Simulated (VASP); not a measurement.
VASP runs on Sb (a7) share one base input (PBE GGA, plane waves, VASP's PBE PAW potentials (set 64)) and change the settings named in each case.

File KPOINTS:
```
K-points
0
gamma
 9 9 9
0 0 0
```

INCAR:
```
ALGO  =  Normal
EDIFF  =  1E-6
ENCUT  =  400
GGA  =  PE
ISIF  =  2
ISMEAR  =  1
LASPH  =  .TRUE.
LCHARG  =  .FALSE.
LMAXMIX  =  4
LREAL  =  .FALSE.
LWAVE  =  .FALSE.
NELM  =  100
PREC  =  Accurate
SIGMA  =  0.1
SYSTEM  =  Sb
```

### POSCAR
```
Sb
4.0364890
  1.0000000000  -0.5445574112   0.0000000000
  1.0000000000   0.5445574112   0.0000000000
  0.7034568904   0.0000000000   0.8953719433
Sb
2
direct
  0.2335000000   0.2335000000   0.2335000000
  0.7665000000   0.7665000000   0.7665000000
```

POTCAR, in this order: Sb (PBE.64 set). Program: vasp_std.

| change | E(σ→0) (eV/atom) | largest force (eV/Å) |
|---|---|---|
| base run | -4.1401 | 0.081 |
| ENCUT = 520, POTCAR Sb_GW (PBE.64 set) | -4.1497 | 0.090 |
| ENCUT = 520, POTCAR Sb_d_GW (PBE.64 set) | -4.1570 | 0.114 |
| ENCUT = 520 | -4.1401 | 0.081 |
| ENCUT = 800 | -4.1402 | 0.081 |
 Energies of different potentials or functionals have different zeros. Unless said otherwise, spin-orbit coupling is left out, though it shifts the bands of the heavy elements here.

Left out are runs that ran out of time, are held back, or changed the cell or the kind of run, fixed moments of cells without a moment, rows past the twelfth, gaps on odd meshes, pressures of charged cells and columns that move by less than the noise.

The compound is Sb in the a7 structure. The cell was not relaxed at this level, forces remain on its atoms.
